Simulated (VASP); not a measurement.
Output of a VASP run:

OSZICAR:
```
       N       E                     dE             d eps       ncg     rms          rms(c)
DAV:   1     0.412536714561E+02    0.41254E+02   -0.58001E+03  2400   0.138E+03
DAV:   2    -0.106925222646E+02   -0.51946E+02   -0.49831E+02  2406   0.210E+02
DAV:   3    -0.119573829860E+02   -0.12649E+01   -0.12533E+01  2816   0.426E+01
DAV:   4    -0.119793143164E+02   -0.21931E-01   -0.21890E-01  2846   0.506E+00
DAV:   5    -0.119799903053E+02   -0.67599E-03   -0.67522E-03  2768   0.903E-01    0.120E+01
DAV:   6    -0.137217962602E+02   -0.17418E+01   -0.57058E+01  2668   0.131E+02    0.153E+01
DAV:   7    -0.105452050477E+02    0.31766E+01   -0.16274E+01  2638   0.782E+01    0.105E+00
DAV:   8    -0.105400422976E+02    0.51628E-02   -0.37597E-01  2938   0.777E+00    0.103E+00
DAV:   9    -0.105261174814E+02    0.13925E-01   -0.56222E-02  2816   0.392E+00    0.182E-01
DAV:  10    -0.105257722920E+02    0.34519E-03   -0.15077E-03  2818   0.624E-01    0.792E-02
DAV:  11    -0.105257676696E+02    0.46224E-05   -0.39449E-05  2782   0.632E-02    0.272E-02
DAV:  12    -0.105257654517E+02    0.22178E-05   -0.62984E-06  2906   0.473E-02    0.338E-03
DAV:  13    -0.105257651240E+02    0.32771E-06   -0.18597E-07  1790   0.431E-03    0.184E-03
DAV:  14    -0.105257651351E+02   -0.11098E-07   -0.77348E-08  1294   0.313E-03
   1 F= -.11191425E+02 E0= -.11191425E+02  d E =0.000000E+00
```

File OUTCAR:
```
------------------------ aborting loop because EDIFF is reached ----------------------------------------
 Edisp (eV)   -0.66566
  FORCE on cell =-STRESS in cart. coord.  units (eV):
  Direction    XX          YY          ZZ          XY          YZ          ZX
  --------------------------------------------------------------------------------------
  Total      -0.04480    -0.04480    -0.04480    -0.00000    -0.00000    -0.00000
  in kB      -3.06486    -3.06486    -3.06486    -0.00000    -0.00000    -0.00000
  external pressure =       -3.06 kB  Pullay stress =        0.00 kB
  volume of cell :       23.42
      direct lattice vectors                 reciprocal lattice vectors
     2.860964975  0.000000000  0.000000000     0.349532416  0.000000000  0.000000000
     0.000000000  2.860964975  0.000000000     0.000000000  0.349532416  0.000000000
     0.000000000  0.000000000  2.860964975     0.000000000  0.000000000  0.349532416
 POSITION                                       TOTAL-FORCE (eV/Angst)
 -----------------------------------------------------------------------------------
      1.43048      1.43048      1.43048         0.000000      0.000000      0.000000
      0.00000      0.00000      0.00000         0.000000      0.000000      0.000000
 -----------------------------------------------------------------------------------
    total drift:                               -0.000000      0.000000      0.000000
  FREE ENERGIE OF THE ION-ELECTRON SYSTEM (eV)
  ---------------------------------------------------
  free  energy   TOTEN  =       -11.1914249155 eV

  energy  without entropy=      -11.1914249155  energy(sigma->0) =      -11.19142492

 total charge

# of ion       s       p       d       tot
------------------------------------------
    1        0.386   0.423   0.000   0.809
    2        0.484   0.534   8.485   9.502
--------------------------------------------------
tot          0.870   0.957   8.485  10.312
```
(Selected blocks of OUTCAR.)

**POSCAR**
```
NiAl
1
    2.8609649748     0.0000000000     0.0000000000
    0.0000000000     2.8609649748     0.0000000000
    0.0000000000     0.0000000000     2.8609649748
Al Ni
1 1
Direct
  0.5000000000   0.5000000000   0.5000000000
  0.0000000000   0.0000000000   0.0000000000
```

Question: Write an INCAR and KPOINTS that could have produced this output.

Answer: One answer among several that fit: the input of the run itself, PBE GGA with D3 dispersion (zero damping), plane waves, VASP's PBE PAW potentials (set 64).

**KPOINTS**
```
Automatic
0
G
  14 14 14
0 0 0
```

**INCAR**
```
# general
SYSTEM   =  NiAl
PREC     =  Accurate
ENCUT    =  520
LREAL    =  .False.
LASPH    =  .True.

# electronic loop
EDIFF    =  1E-7
NELM     =  100
ALGO     =  Normal
LMAXMIX  =  4

# smearing
ISMEAR   =  -5

# functional
GGA      =  PE
IVDW     =  11

# ions
ISIF     =  2

# output
LWAVE    =  .False.
LCHARG   =  .True.
LORBIT   =  11
NEDOS    =  601
```

POTCAR, in this order: Al Ni (PBE.64 set). Program: vasp_std.

For a metal the tetrahedron method with Blöchl corrections gives inexact stress and forces.

The compound is NiAl in the CsCl type structure. It was relaxed first. The run is not spin-polarised, so no magnetic state was tried. The electron count is odd and the run is not spin-polarised, which forces a metal.
